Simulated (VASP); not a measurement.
```
SrO
1.0
    3.63032     0.00000     0.00000
    0.00000     3.63032     0.00000
    0.00000     0.00000    25.19263
Sr O
4 4
Direct
  0.00000   0.50000   0.34824
  0.50000   0.00000   0.44904
  0.00000   0.50000   0.55096
  0.50000   0.00000   0.65176
  0.00000   0.50000   0.44749
  0.50000   0.00000   0.35073
  0.00000   0.50000   0.64927
  0.50000   0.00000   0.55251
```

These are PBEsol GGA, VASP's PBE PAW potentials (set 64) (plane waves; VASP) values and carry that method's errors. Run with PREC = Normal, 450 eV cut-off, 6×6×1 Γ-centred mesh, Gaussian smearing of 0.050 eV, potentials Sr_sv O.

Q: Predict the energy per atom (σ→0), band gap (on the k-mesh) with the smallest direct gap where there is one.

A: 
```yaml
band gap (on the k-mesh): 2.55 eV
smallest direct gap (on the k-mesh): 2.55 eV
energy per atom (σ→0): -6.204 eV/atom
```

Only differences to runs with the same potentials and settings are physical.

The cell is a thin slab with vacuum, built from SrO (rock salt): (100) face.
